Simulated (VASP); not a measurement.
# Al2SiF2 (P1) in VASP: a series of runs, part 2 of 2

VASP 6.6.1. The steps go on from the part before.

### 3 Relaxation of cell and atoms, PBE

This run uses another cell than the first one, of 16.88 Å³/atom, 1.037 times its volume.

INCAR

```
SYSTEM = Al2SiF2
ALGO     = Normal         ! electronic algorithm
EDIFF    = 1E-7           ! SCF threshold, eV
EDIFFG   = -0.005         ! ionic threshold
ENCUT    = 520            ! plane-wave cutoff, eV
GGA      = PE             ! functional
IBRION   = 2              ! ionic algorithm
ISIF     = 3              ! what is computed and relaxed
ISMEAR   = 0              ! smearing method
KPAR     = 8            
LASPH    = .TRUE.         ! aspherical terms in the spheres
LCHARG   = .FALSE.        ! write CHGCAR
LREAL    = .FALSE.        ! projectors in reciprocal space
LWAVE    = .FALSE.        ! write WAVECAR
NELM     = 120            ! most SCF steps
NSW      = 60             ! ionic steps
POTIM    = 0.3            ! step
PREC     = Accurate       ! precision mode
SIGMA    = 0.1            ! smearing width, eV
```

KPOINTS

```
k-points
0
G
  7 4 4
  0 0 0
```

POSCAR

```
Al2SiF2                                 
1.0
    2.8926508701     -0.1031473883      0.0396798136
   -0.9265764936      6.7179774509     -0.0114328779
   -0.3847140546     -0.3230560903      8.7256637193
  Al              Si              F             
     4     2     4
Direct
     0.9194480950010721    0.3674845717353166    0.8337283128124314
     0.9057095461341224    0.7542326288071213    0.7751853768115928
     0.3363061552524986    0.1179026271478642    0.2425953925542797
     0.1406626298671941    0.7256065174404419    0.0953807031724090
     0.7892240994054661    0.0145597166117871    0.9830170189794872
     0.4817746775946327    0.4150187370818908    0.0838768516994952
     0.3671158880907109    0.2813685684764245    0.7080252952584848
     0.4210042204947974    0.8197836556255090    0.6499101181033831
     0.8659799323553224    0.1602958124814142    0.3697858623826195
     0.2335679558041873    0.8496237145922273    0.2897288182258163
```

Potentials or basis: VASP PAW PBE potentials, release 64 (Al, Si, F).

Started as:

```bash
cat potpaw_PBE.64/Al/POTCAR potpaw_PBE.64/Si/POTCAR potpaw_PBE.64/F/POTCAR > POTCAR
mpirun -np 8 vasp_std > vasp.out
```

It took 7.2 min on 8 MPI ranks of AMD EPYC 9R45 (Zen 5), shared host; peak memory 0.47 GiB.

Results (log left out):

```yaml
Free_energy: -48.4934 eV
Relaxed_volume: 16.97 Å³/atom
Relaxed_cell: a = 2.894 Å, b = 6.819 Å, c = 8.748 Å, α = 91.97°, β = 91.42°, γ = 100.21°
Space_group_after_relaxing_to_0.05_Å: P1 (No. 1)
Energy_gained_by_relaxing: 0.2 meV/atom
Ionic_steps: 30
Pressure_after_relaxing: 0.0 GPa
Largest_force_after_relaxing: 0.005 eV/Å
Band_gap_on_the_k_mesh: none (metal or under the smearing width)
```

Forces in eV/Å, atoms in the order of the input:
```
Al  -0.001  0.002  0.001
Al   0.000  0.002 -0.001
Al  -0.002 -0.005 -0.001
Al   0.001 -0.003  0.003
Si   0.000  0.001 -0.001
Si   0.001 -0.001 -0.001
F    0.002  0.002  0.001
F    0.003  0.001  0.002
F   -0.001  0.001 -0.003
F   -0.005  0.001 -0.001
```

The path:
```csv
step,energy change (eV),largest force (eV/Å),pressure (GPa),volume (Å³)
1,0.0000,0.0071,0.19,168.83
2,-0.0005,0.0164,0.05,169.13
3,-0.0006,0.0349,-0.08,169.41
4,-0.0008,0.0228,-0.05,169.38
5,-0.0009,0.0412,-0.01,169.36
6,-0.0011,0.0212,0.00,169.32
7,-0.0011,0.0249,0.01,169.29
8,-0.0012,0.0190,0.00,169.30
9,-0.0013,0.0262,-0.01,169.33
10,-0.0014,0.0140,0.02,169.33
11,-0.0014,0.0253,0.03,169.32
12,-0.0015,0.0204,0.01,169.40
13,-0.0015,0.0262,-0.03,169.51
14,-0.0015,0.0205,-0.03,169.52
15,-0.0016,0.0138,-0.01,169.55
16,-0.0016,0.0097,0.00,169.54
17,-0.0016,0.0114,0.01,169.51
18,-0.0016,0.0245,0.04,169.47
19,-0.0016,0.0148,0.02,169.50
20,-0.0016,0.0091,0.02,169.52
21,-0.0016,0.0084,0.00,169.54
22,-0.0017,0.0070,0.00,169.55
23,-0.0017,0.0091,0.00,169.58
24,-0.0017,0.0064,0.01,169.60
25,-0.0017,0.0074,0.01,169.62
26,-0.0017,0.0214,0.01,169.66
27,-0.0017,0.0131,0.00,169.64
28,-0.0017,0.0083,0.00,169.66
29,-0.0017,0.0094,-0.01,169.69
30,-0.0017,0.0049,0.00,169.69
```

Final structure:
```cif
data_structure
_symmetry_space_group_name_H-M 'P 1'
_symmetry_Int_Tables_number 1
_cell_length_a 2.8937
_cell_length_b 6.8192
_cell_length_c 8.7476
_cell_angle_alpha 91.974
_cell_angle_beta 91.424
_cell_angle_gamma 100.211
_cell_volume 169.69
loop_
_atom_site_label
_atom_site_type_symbol
_atom_site_fract_x
_atom_site_fract_y
_atom_site_fract_z
_atom_site_occupancy
Al1 Al 0.92139 0.36886 0.83531 1
Al2 Al 0.90700 0.75459 0.77597 1
Al3 Al 0.33505 0.11684 0.24163 1
Al4 Al 0.14114 0.72540 0.09402 1
Si1 Si 0.78951 0.01477 0.98284 1
Si2 Si 0.48017 0.41527 0.08508 1
F1 F 0.36966 0.28381 0.70916 1
F2 F 0.42388 0.81815 0.65005 1
F3 F 0.86343 0.15870 0.36896 1
F4 F 0.22955 0.84948 0.28822 1
```

Levels at points of the mesh, in eV from the Fermi level:
```
           k point  band 20  band 21  band 22  band 23  band 24  band 25  band 26  band 27  band 28  band 29
(0.00, 0.00, 0.00)    -4.82    -3.03    -2.84    -0.86     1.14     1.75     2.04     2.56     3.99     4.38
(0.00, 0.50, 0.00)    -4.74    -3.63    -3.27    -1.54     0.17     1.72     1.80     3.61     3.90     4.15
(0.00, 0.00, 0.50)    -4.99    -3.04    -2.81    -0.76     1.22     1.68     2.04     2.46     3.56     4.48
(0.00, 0.50, 0.50)    -4.81    -3.67    -3.29    -1.50     0.30     1.72     2.06     3.05     3.40     4.15
```

### 4 Single point, r2SCAN

This run uses another cell than the first one, of 16.97 Å³/atom, 1.042 times its volume.

INCAR

```
ALGO = Normal ; EDIFF = 1E-6
ENCUT = 520 ; ISIF = 2
ISMEAR = 0 ; KPAR = 8
LASPH = T ; LCHARG = F
LMIXTAU = T ; LREAL = F
LWAVE = F ; METAGGA = R2SCAN
NELM = 150 ; PREC = Accurate
SIGMA = 0.1
```

KPOINTS

```
k-points
0
Gamma
  7 4 4
```

POSCAR

```
Al2SiF2                                 
1.0
    2.8911304524     -0.1125804003      0.0452426959
   -0.9466605333      6.7530956889     -0.0191208504
   -0.3671091317     -0.3310680505      8.7336340558
  Al              Si              F             
     4     2     4
Direct
     0.9213951225918383    0.3688639599231359    0.8353130426326515
     0.9069950566696114    0.7545932306178609    0.7759676424150849
     0.3350498884205337    0.1168377047133079    0.2416284148701819
     0.1411364391789160    0.7254015733874372    0.0940176665966472
     0.7895081400874675    0.0147734560895269    0.9828445753689622
     0.4801732469492532    0.4152702775652358    0.0850779642165656
     0.3696633844311694    0.2838056551943113    0.7091571618480130
     0.4238846743162852    0.8181492797076607    0.6500539006053492
     0.8634349544245842    0.1587011550026231    0.3689574483932582
     0.2295522929303459    0.8494802577988968    0.2882159330532918
```

Started as:

```bash
cat potpaw_PBE.64/Al/POTCAR potpaw_PBE.64/Si/POTCAR potpaw_PBE.64/F/POTCAR > POTCAR
mpirun -np 8 vasp_std > vasp.out
```

It took 3.5 min on 8 MPI ranks of AMD EPYC 9R45 (Zen 5), shared host; peak memory 0.49 GiB.

It converged, with:

* Free energy: -73.2710 eV
* Pressure: -2.7 GPa
* Largest force: 0.449 eV/Å
* Band gap on the k mesh: none (metal or under the smearing width)

Forces in eV/Å, atoms in the order of the input:
```
Al  -0.003 -0.105 -0.216
Al   0.012  0.185 -0.299
Al  -0.006 -0.156  0.322
Al   0.003  0.078  0.186
Si   0.025 -0.161  0.046
Si  -0.011  0.084  0.003
F   -0.012  0.127  0.346
F   -0.003 -0.113  0.378
F    0.003 -0.159 -0.419
F   -0.006  0.219 -0.347
```

Stress tensor (GPa, compression positive):
```
-3.08  0.11  0.00
 0.11 -1.98 -0.25
 0.00 -0.25 -2.91
```

Levels at points of the mesh, in eV from the Fermi level:
| k point | band 22 | band 23 | band 24 | band 25 | band 26 | band 27 |
| --- | --- | --- | --- | --- | --- | --- |
| (0.00, 0.00, 0.00) | -2.99 | -0.86 | 1.32 | 1.95 | 2.35 | 2.93 |
| (0.00, 0.50, 0.00) | -3.45 | -1.66 | 0.36 | 1.93 | 2.10 | 3.92 |
| (0.00, 0.00, 0.50) | -2.96 | -0.78 | 1.40 | 1.90 | 2.29 | 2.78 |
| (0.00, 0.50, 0.50) | -3.47 | -1.62 | 0.48 | 1.89 | 2.40 | 3.31 |

Caveat: the PAW data sets were made with another functional, which shifts forces and pressure a little.
